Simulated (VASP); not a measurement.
FInBr2, 4 atoms in the cell. The cell holds a molecule in a box, 4 atoms: a = 12.000 Å, b = 13.000 Å, c = 13.000 Å, α = 90.00°, β = 90.00°, γ = 90.00°. 

- Program: VASP 6.6.1
- Task: relaxation of the atoms
- Functional: LDA
- Potentials or basis: VASP PAW LDA potentials, release 64 (F, In_d, Br)
- Cutoff: 520 eV
- k mesh: 1 × 1 × 1
- Occupations: gaussian, width 0.01 eV
- Spin: no spin polarisation
- Further INCAR settings: ALGO = Normal; EDIFF = 1e-06; IBRION = 2; EDIFFG = -0.01; NSW = 40

Potentials or basis: VASP PAW LDA potentials, release 64 (F, In_d, Br).

Command:

```sh
$ cat potpaw_LDA.64/F/POTCAR potpaw_LDA.64/In_d/POTCAR potpaw_LDA.64/Br/POTCAR > POTCAR
$ mpirun -np 1 vasp_gam > vasp.out
```

Hardware: 1 thread of Intel(R) Xeon(R) 6975P-C (Granite Rapids) (shared host).

How long does it take, and how much memory?

Run time: 5.8 min on 1 thread of Intel(R) Xeon(R) 6975P-C (Granite Rapids), with other jobs on the host, peak memory 1.1 GiB. Counts: scf iterations 111, k points 1, ion steps 18.
